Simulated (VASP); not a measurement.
A VASP calculation is set up with these files.

File KPOINTS:
```
Automatic mesh
0
Gamma
7 7 4
0 0 0
```

File POSCAR:
```
KCl
1.0
  4.3136787347   0.0000000000   0.0000000000
 -2.1568393673   3.7357551833   0.0000000000
  0.0000000000   0.0000000000   7.6027431718
K Cl
2 2
Cartesian
  2.1568393674   3.7357551833   0.0000000000
  2.1568393674   3.7357551833   3.8013715859
 -0.0000021568   2.4905047008   1.9006857930
  2.1568415242   1.2452504825   5.7020573789
```

INCAR:
```
ALGO = Normal
EDIFF = 1E-7
ENCUT = 400
GGA = PS
ISIF = 2
ISMEAR = -5
LASPH = .TRUE.
LCHARG = .TRUE.
LEFG = .TRUE.
LORBIT = 11
LREAL = .FALSE.
LWAVE = .FALSE.
NEDOS = 601
NELM = 100
PREC = Accurate
SYSTEM = KCl
```

POTCAR, in this order: K_sv Cl (PBE.64 set). Program: vasp_std.

Question: Translate this PBEsol calculation to Ansatz.

Answer: One equivalent input (not run):
Ansatz 0.2 input:
```yaml
crystal:
  lattice:
    - [4.3136787, 0.0000000, 0.0000000]
    - [-2.1568394, 3.7357552, 0.0000000]
    - [0.0000000, 0.0000000, 7.6027432]
  atoms:
    - { symbol: K, position: [1.0000000, 1.0000000, 0.0000000] }
    - { symbol: K, position: [1.0000000, 1.0000000, 0.5000000] }
    - { symbol: Cl, position: [0.3333330, 0.6666670, 0.2500000] }
    - { symbol: Cl, position: [0.6666670, 0.3333330, 0.7500000] }
kpoints:
  mp_grid: { grid: [7, 7, 4] }
hamiltonian:
  xc: pbesol
  pseudopotentials: { kind: paw }
scf:
  occupations: { method: tetrahedron }
  max_iter: 100
output: { forces: true, stress: true, eigenvalues: true }
```
Limits of the translation: each code has its own PAW files, so the cut-off isn't converted (ENCUT is set for VASP's; basis.ecutwfc is left out, and Ansatz then takes the one that its files recommend); Ansatz stops its SCF on the density residual and VASP on the energy change (EDIFF); the field gradients of LEFG aren't asked of the other code.

The structure was generated: KCl was put into the NiAs type type (P6_3/mmc), which need not be its known phase. It was relaxed first, which changed the volume by -11 %.
